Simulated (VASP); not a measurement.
## BN (Qingsongite): what each functional gives for the gap

How does the band gap of BN (Qingsongite) depend on the functional? The starting structure is a measured crystal structure from the Crystallography Open Database. Cell and atoms stay as given. Meshes and data sets differ where the inputs say so.

Calculated with VASP 6.6.1; Kohn-Sham DFT with plane waves and PAW; LDA, PBE, r2SCAN, TB-mBJ, HSE06, PBE0 and r2SCAN-EpsX.

## Step 1: The starting structure

Symmetry: F-43m, No. 216, cubic system. Conventional cell: a = 3.615 Å, b = 3.615 Å, c = 3.615 Å, α = 90.00°, β = 90.00°, γ = 90.00°. N has 4 B at 1.57 Å nearest. Nearest to B lie 4 N at 1.57 Å. Farther neighbours and most contacts between anions are not listed.

Structure file:

```
N B
1.0
     0.00000    1.80750    1.80750
     1.80750    0.00000    1.80750
     1.80750    1.80750    0.00000
N B
1 1
Direct
  0.75000 0.75000 0.75000
  0.00000 0.00000 0.00000
```

## Step 2: Bands with LDA

LDA, the lowest rung, knows the local density alone.

File INCAR:

```
SYSTEM = BN
PREC = Accurate
ENCUT = 460
EDIFF = 1E-06
NELM = 100
ISMEAR = 0
SIGMA = 0.03
LREAL = .FALSE.
ALGO = Normal
GGA = CA
NBANDS = 16
LORBIT = 11
LWAVE = .FALSE.
LCHARG = .FALSE.
KPAR = 8
LASPH = .TRUE.
```

File POSCAR:

```
BN
1.0
    0.0000000000      1.8075000000      1.8075000000
    1.8075000000      0.0000000000      1.8075000000
    1.8075000000      1.8075000000      0.0000000000
N B
1 1
Direct
    0.7500000000      0.7500000000      0.7500000000
    0.0000000000      0.0000000000      0.0000000000
```

File KPOINTS:

```
Automatic mesh
0
Gamma
10 10 10
0 0 0
```

File KPOINTS_OPT:

```
Line mode
10
Line-mode
Reciprocal
  0.00000000   0.00000000   0.00000000 GAMMA
  0.50000000   0.00000000   0.50000000 X

  0.50000000   0.00000000   0.50000000 X
  0.50000000   0.25000000   0.75000000 W

  0.50000000   0.25000000   0.75000000 W
  0.37500000   0.37500000   0.75000000 K

  0.37500000   0.37500000   0.75000000 K
  0.00000000   0.00000000   0.00000000 GAMMA

  0.00000000   0.00000000   0.00000000 GAMMA
  0.50000000   0.50000000   0.50000000 L

  0.50000000   0.50000000   0.50000000 L
  0.62500000   0.25000000   0.62500000 U

  0.62500000   0.25000000   0.62500000 U
  0.50000000   0.25000000   0.75000000 W

  0.50000000   0.25000000   0.75000000 W
  0.50000000   0.50000000   0.50000000 L

  0.50000000   0.50000000   0.50000000 L
  0.37500000   0.37500000   0.75000000 K

  0.62500000   0.25000000   0.62500000 U
  0.50000000   0.00000000   0.50000000 X
```

PAW data sets: N and B (LDA family, release 64).

The run is started by

```console
$ mpirun -np 8 vasp_std
```

Log:

```text
[banner, memory and clock lines left out]
running    8 mpi-ranks, on    1 nodes
 distrk:  each k-point on    1 cores,    8 groups
 distr:  one band on    1 cores,    1 groups

 POSCAR found type information on POSCAR N B
 POSCAR found :  2 types and       2 ions
|                                                                             |
|           W    W    AA    RRRRR   N    N  II  N    N   GGGG   !!!           |
|           W    W   A  A   R    R  NN   N  II  NN   N  G    G  !!!           |
|           W    W  A    A  R    R  N N  N  II  N N  N  G       !!!           |
|           W WW W  AAAAAA  RRRRR   N  N N  II  N  N N  G  GGG   !            |
|           WW  WW  A    A  R   R   N   NN  II  N   NN  G    G                |
|           W    W  A    A  R    R  N    N  II  N    N   GGGG   !!!           |
|                                                                             |
|     For optimal performance we recommend to set                             |
|       NCORE = 2 up to number-of-cores-per-socket                            |
|     NCORE specifies how many cores store one orbital (NPAR=cpu/NCORE).      |
|     This setting can greatly improve the performance of VASP for DFT.       |
|     The default, NCORE=1 might be grossly inefficient on modern             |
|     multi-core architectures or massively parallel machines. Do your        |
|     Unfortunately you need to use the default for GW and RPA                |
|     calculations (for HF NCORE is supported but not extensively tested      |
|     yet).                                                                   |
|                                                                             |

 LDA part: xc-table for (Slater(with rela. corr.)+CA(PZ))
 , standard interpolation
 POSCAR, INCAR and KPOINTS ok, starting setup
 FFT: planning ... GRIDC
 FFT: planning ... GRID_SOFT
 FFT: planning ... GRID
 WAVECAR not read
 entering main loop
       N       E                     dE             d eps       ncg     rms          rms(c)
DAV:   1     0.744691475810E+01    0.74469E+01   -0.44413E+03  1552   0.455E+02
DAV:   2    -0.202011961832E+02   -0.27648E+02   -0.26789E+02  2024   0.119E+02
DAV:   3    -0.205353661695E+02   -0.33417E+00   -0.33409E+00  1608   0.107E+01
DAV:   4    -0.205355409085E+02   -0.17474E-03   -0.17474E-03  2064   0.306E-01
DAV:   5    -0.205355410225E+02   -0.11403E-06   -0.11403E-06  1616   0.685E-03    0.652E+00
DAV:   6    -0.195469680649E+02    0.98857E+00   -0.28575E+00  1704   0.697E+00    0.311E+00
DAV:   7    -0.194386817284E+02    0.10829E+00   -0.67959E-02  1912   0.167E+00    0.180E+00
DAV:   8    -0.194071474557E+02    0.31534E-01   -0.32844E-02  1768   0.985E-01    0.173E-01
DAV:   9    -0.194069877835E+02    0.15967E-03   -0.10390E-03  1728   0.202E-01    0.880E-02
DAV:  10    -0.194069670090E+02    0.20775E-04   -0.50586E-05  1920   0.460E-02    0.136E-02
DAV:  11    -0.194069672876E+02   -0.27863E-06   -0.84745E-07  1288   0.510E-03
   1 F= -.19406967E+02 E0= -.19406967E+02  d E =-.452362E-20
 Start KPOINTS_OPT (optional k-point list driver)
k-point batch [1-47\100]
       N       E                     dE             ncg
DAV:   1     0.123404206618E+04   -0.13243E+05     1528
DAV:   2    -0.229434223853E+02   -0.12570E+04     1952
DAV:   3    -0.377807135529E+02   -0.14837E+02     1776
DAV:   4    -0.377870438719E+02   -0.63303E-02     1904
DAV:   5    -0.377870469678E+02   -0.30959E-05     1792
DAV:   6    -0.377870469697E+02   -0.19238E-08     1496
[...]
k-point batch [95-100\100]
       N       E                     dE             ncg
DAV:   1     0.177231882485E+05   -0.22417E+04      200
DAV:   2     0.175746441539E+05   -0.14854E+03      264
DAV:   3     0.175730315168E+05   -0.16126E+01      232
DAV:   4     0.175730307404E+05   -0.77632E-03      248
DAV:   5     0.175730307399E+05   -0.49726E-06      232
```

Elapsed: 2.4 s, on 8 MPI ranks of Intel Xeon 6975P-C (Granite Rapids), shared host; peak memory 0.88 GiB.

The logs omit lines about the potential files and the build; timing stands in the text.

Parts of OUTCAR (step 2):

```text
ion  position               nearest neighbor table
   1  0.750  0.750  0.750-   2 1.57   2 1.57   2 1.57   2 1.57
   2  0.000  0.000  0.000-   1 1.57   1 1.57   1 1.57   1 1.57

  LATTYP: Found a face centered cubic cell.
 ALAT       =     3.6150000000

 Subroutine GETGRP returns: Found 24 space group operations
 (whereof 24 operations were pure point group operations)

The static configuration has the point symmetry T_d .

 Found     47 irreducible k-points:

   k-points           NKPTS =     47   k-points in BZ     NKDIM =     47   number of bands    NBANDS=     16

   dimension x,y,z NGX =    18 NGY =   18 NGZ =   18
   dimension x,y,z NGXF=    36 NGYF=   36 NGZF=   36

   ENCUT  =  460.0 eV  33.81 Ry    5.81 a.u.   4.47  4.47  4.47*2*pi/ulx,y,z

   NELECT =       8.0000    total number of electrons

 k-points in reciprocal lattice and weights: Automatic mesh
   0.00000000  0.00000000  0.00000000       0.001
   0.10000000  0.00000000  0.00000000       0.008
   0.20000000  0.00000000  0.00000000       0.008
   0.30000000  0.00000000  0.00000000       0.008
   0.40000000  0.00000000  0.00000000       0.008
   0.50000000  0.00000000  0.00000000       0.004
   0.10000000  0.10000000  0.00000000       0.006
   0.20000000  0.10000000  0.00000000       0.024
   0.30000000  0.10000000  0.00000000       0.024
[...]
-0.30000000  0.40000000  0.20000000       0.024
  -0.30000000  0.50000000  0.20000000       0.012

 average (electrostatic) potential at core
       1 -60.1135       2 -29.5715

 E-fermi :   7.5731

 k-point     1 :       0.0000    0.0000    0.0000
  band No.  band energies     occupation
      1     -12.6798      2.00000
      2       7.3907      2.00000
      3       7.3907      2.00000
      4       7.3907      2.00000
      5      16.0732      0.00000
      6      16.0732      0.00000
      7      16.0732      0.00000
      8      17.8282      0.00000
      9      31.8805      0.00000
    ...

 k-point     2 :       0.1000    0.0000    0.0000
  band No.  band energies     occupation
      1     -12.4364      2.00000
      2       6.1283      2.00000
      3       7.1328      2.00000
      4       7.1328      2.00000
      5      16.3779      0.00000
      6      16.4573      0.00000
      7      16.4573      0.00000
      8      18.5775      0.00000
      9      31.5231      0.00000
    ...

 k-point     3 :       0.2000    0.0000    0.0000
  band No.  band energies     occupation
      1     -11.7176      2.00000
      2       3.4248      2.00000
      3       6.5586      2.00000
      4       6.5586      2.00000
      5      16.8131      0.00000
      6      17.2510      0.00000
      7      17.2510      0.00000
      8      20.1493      0.00000
      9      30.7716      0.00000
    ...

  Total       -0.8084274     -0.8084274     -0.8084274     -0.0000000      0.0000000      0.0000000
  in kB     -109.6697136   -109.6697136   -109.6697136     -0.0000000      0.0000000      0.0000000
  external PRESSURE =    -109.6697136 kB  Pullay stress =       0.0000000 kB

  energy-cutoff  :      460.00
  volume of cell :       11.81
      direct lattice vectors                 reciprocal lattice vectors
     0.000000000  1.807500000  1.807500000    -0.276625173  0.276625173  0.276625173
     1.807500000  0.000000000  1.807500000     0.276625173 -0.276625173  0.276625173
     1.807500000  1.807500000  0.000000000     0.276625173  0.276625173 -0.276625173

 POSITION                                       TOTAL-FORCE (eV/Angst)
 -----------------------------------------------------------------------------------
      2.71125      2.71125      2.71125        -0.000000     -0.000000     -0.000000
      0.00000      0.00000      0.00000         0.000000      0.000000      0.000000
 -----------------------------------------------------------------------------------
    total drift:                                0.000001      0.000001      0.000000

  FREE ENERGIE OF THE ION-ELECTRON SYSTEM (eV)
  ---------------------------------------------------
  free  energy   TOTEN  =       -19.4069672876 eV

  energy  without entropy=      -19.4069672876  energy(sigma->0) =      -19.40696729

 total charge
# of ion       s       p       d       tot
------------------------------------------
    1        1.204   2.733   0.000   3.937
    2        0.673   1.372   0.000   2.045
--------------------------------------------------
tot          1.876   4.105   0.000   5.982

[... 3 further parts left out ...]
```

At this level the cell is under a tension of 11.0 GPa, so at these settings it is away from equilibrium.

LDA gives a least gap of 4.342 eV, and a least direct gap of 8.682 eV.

## Step 3: Bands with PBE

PBE, the usual starting point, adds the gradient of the density.

INCAR, as its differences from that of step 2:

```diff
@@ -9,3 +9,3 @@
 ALGO = Normal
-GGA = CA
+GGA = PE
 NBANDS = 16
```

POSCAR is that of step 2.

KPOINTS is that of step 2.

KPOINTS_OPT is that of step 2.

PAW data sets: N and B (PBE family, release 64).

The run is started by

```console
$ mpirun -np 8 vasp_std
```

Log:

```text
[banner, memory and clock lines left out]
running    8 mpi-ranks, on    1 nodes
[...]
[... a notice as in an earlier step ...]

 LDA part: xc-table for (Slater+PW92), standard interpolation
 POSCAR, INCAR and KPOINTS ok, starting setup
[...]
entering main loop
       N       E                     dE             d eps       ncg     rms          rms(c)
DAV:   1     0.995940903041E+01    0.99594E+01   -0.44643E+03  1552   0.459E+02
DAV:   2    -0.180449619223E+02   -0.28004E+02   -0.27148E+02  2032   0.124E+02
DAV:   3    -0.184171838026E+02   -0.37222E+00   -0.37213E+00  1584   0.120E+01
DAV:   4    -0.184174004656E+02   -0.21666E-03   -0.21666E-03  2080   0.338E-01
[...]
DAV:  10    -0.174526170656E+02   -0.91987E-04   -0.12788E-04  1832   0.654E-02    0.151E-02
DAV:  11    -0.174526213793E+02   -0.43137E-05   -0.61205E-06  1920   0.152E-02    0.993E-03
DAV:  12    -0.174526215600E+02   -0.18067E-06   -0.85050E-07  1096   0.458E-03
   1 F= -.17452622E+02 E0= -.17452622E+02  d E =-.517123E-12
 Start KPOINTS_OPT (optional k-point list driver)
k-point batch [1-47\100]
       N       E                     dE             ncg
DAV:   1     0.123929975893E+04   -0.13238E+05     1520
DAV:   2    -0.349343376678E+02   -0.12742E+04     1952
DAV:   3    -0.511288430772E+02   -0.16195E+02     1800
DAV:   4    -0.511370699521E+02   -0.82269E-02     1928
DAV:   5    -0.511370740287E+02   -0.40766E-05     1760
DAV:   6    -0.511370740312E+02   -0.24408E-08     1544
[...]
k-point batch [95-100\100]
       N       E                     dE             ncg
DAV:   1     0.177229641725E+05   -0.22419E+04      200
DAV:   2     0.175728339932E+05   -0.15013E+03      264
DAV:   3     0.175710658667E+05   -0.17681E+01      232
DAV:   4     0.175710648761E+05   -0.99058E-03      248
DAV:   5     0.175710648755E+05   -0.62032E-06      240
```

Wall time 2.4 s (8 MPI ranks); peak memory 0.89 GiB; 10 s of CPU time.

Parts of OUTCAR (step 3):

```text
  Total        0.1843051      0.1843051      0.1843051      0.0000000      0.0000000      0.0000000
  in kB       25.0024787     25.0024787     25.0024787      0.0000000      0.0000000      0.0000000
  external PRESSURE =      25.0024787 kB  Pullay stress =       0.0000000 kB

 POSITION                                       TOTAL-FORCE (eV/Angst)
 -----------------------------------------------------------------------------------
      2.71125      2.71125      2.71125         0.000000      0.000000      0.000000
      0.00000      0.00000      0.00000        -0.000000     -0.000000     -0.000000
 -----------------------------------------------------------------------------------
    total drift:                               -0.000001     -0.000001     -0.000001

  FREE ENERGIE OF THE ION-ELECTRON SYSTEM (eV)
  ---------------------------------------------------
  free  energy   TOTEN  =       -17.4526215600 eV

  energy  without entropy=      -17.4526215600  energy(sigma->0) =      -17.45262156

[... 2 parts as in an earlier step ...]

[... 1 further part left out ...]
[key lines of the parts left out:]
E-fermi :   7.5355
```

PBE gives a least gap of 4.456 eV, and a least direct gap of 8.817 eV. The least gap is +0.115 eV from that of LDA.

## Step 4: Bands with r2SCAN

r2SCAN adds the kinetic-energy density, costs more than a GGA and is run with LASPH.

INCAR, as its differences from that of step 3:

```diff
@@ -9,3 +9,4 @@
 ALGO = Normal
-GGA = PE
+METAGGA = R2SCAN
+LASPH = .TRUE.
 NBANDS = 16
@@ -15,2 +16 @@
 KPAR = 8
-LASPH = .TRUE.
```

POSCAR is that of step 3.

KPOINTS is that of step 3.

KPOINTS_OPT is that of step 3.

The run is started by

```console
$ mpirun -np 8 vasp_std
```

Log:

```text
[banner, memory and clock lines left out]
running    8 mpi-ranks, on    1 nodes
[...]
[... a notice as in an earlier step ...]

|                                                                             |
|               ----> ADVICE to this user running VASP <----                  |
|                                                                             |
|     You enforced a specific xc type in the INCAR file but a different       |
|     [... a line on the potential file left out ...]
|     I HOPE YOU KNOW WHAT YOU ARE DOING!                                     |
|                                                                             |

 LDA part: xc-table for (None), standard interpolation
 POSCAR, INCAR and KPOINTS ok, starting setup
[...]
entering main loop
       N       E                     dE             d eps       ncg     rms          rms(c)
DAV:   1     0.677892639383E+01    0.67789E+01   -0.45934E+03  1552   0.472E+02
DAV:   2    -0.220258516398E+02   -0.28805E+02   -0.27929E+02  2048   0.127E+02
DAV:   3    -0.224095535117E+02   -0.38370E+00   -0.38361E+00  1568   0.123E+01
DAV:   4    -0.224097920045E+02   -0.23849E-03   -0.23849E-03  2120   0.360E-01
[...]
DAV:  10    -0.191699028373E+02    0.46213E-04   -0.56803E-04  1760   0.119E-01    0.311E-02
DAV:  11    -0.191699052032E+02   -0.23659E-05   -0.29531E-05  1960   0.323E-02    0.828E-03
DAV:  12    -0.191699058664E+02   -0.66323E-06   -0.12467E-06  1208   0.626E-03
   1 F= -.19169906E+02 E0= -.19169906E+02  d E =-.143339E-43
 Start KPOINTS_OPT (optional k-point list driver)
k-point batch [1-47\100]
       N       E                     dE             ncg
DAV:   1     0.109390208309E+04   -0.13383E+05     1520
DAV:   2    -0.237937511758E+03   -0.13318E+04     1952
DAV:   3    -0.254684679891E+03   -0.16747E+02     1784
DAV:   4    -0.254692681255E+03   -0.80014E-02     1936
DAV:   5    -0.254692684979E+03   -0.37241E-05     1752
DAV:   6    -0.254692684983E+03   -0.33365E-08     1552
[...]
k-point batch [95-100\100]
       N       E                     dE             ncg
DAV:   1     0.177017323362E+05   -0.22631E+04      200
DAV:   2     0.175445496949E+05   -0.15718E+03      264
DAV:   3     0.175427068436E+05   -0.18429E+01      232
DAV:   4     0.175427058695E+05   -0.97418E-03      248
DAV:   5     0.175427058689E+05   -0.57272E-06      240
```

Wall time 5.8 s (8 MPI ranks); peak memory 0.93 GiB; 32 s of CPU time.

From OUTCAR (step 4):

```text
  Total       -0.1402346     -0.1402346     -0.1402346     -0.0000000     -0.0000000      0.0000000
  in kB      -19.0239572    -19.0239572    -19.0239572     -0.0000000     -0.0000000      0.0000000
  external PRESSURE =     -19.0239572 kB  Pullay stress =       0.0000000 kB

 POSITION                                       TOTAL-FORCE (eV/Angst)
 -----------------------------------------------------------------------------------
      2.71125      2.71125      2.71125        -0.000000     -0.000000     -0.000000
      0.00000      0.00000      0.00000         0.000000      0.000000      0.000000
 -----------------------------------------------------------------------------------
    total drift:                               -0.000001     -0.000001     -0.000001

  FREE ENERGIE OF THE ION-ELECTRON SYSTEM (eV)
  ---------------------------------------------------
  free  energy   TOTEN  =       -19.1699058664 eV

  energy  without entropy=      -19.1699058664  energy(sigma->0) =      -19.16990587

[... 2 parts as in an earlier step ...]

[... 1 further part left out ...]
[key lines of the parts left out:]
E-fermi :   7.5350
```

r2SCAN gives a least gap of 4.971 eV, and a least direct gap of 9.522 eV. The least gap is +0.629 eV from that of LDA.

(Part 1 of 2 ends here.)

[Lines on the potential files, build, host, timing and source positions are cut from VASP's logs without a mark.]

[Logs are printed without paths, hosts, clocks, repeated set-up lines and the standing remarks that a program may print on its own settings, such as how far it seeks lower states.]

[Hosts, paths, dates, database ids (printed as entryN), source tags and the programs' standing remarks are cut or masked in the printed files.]
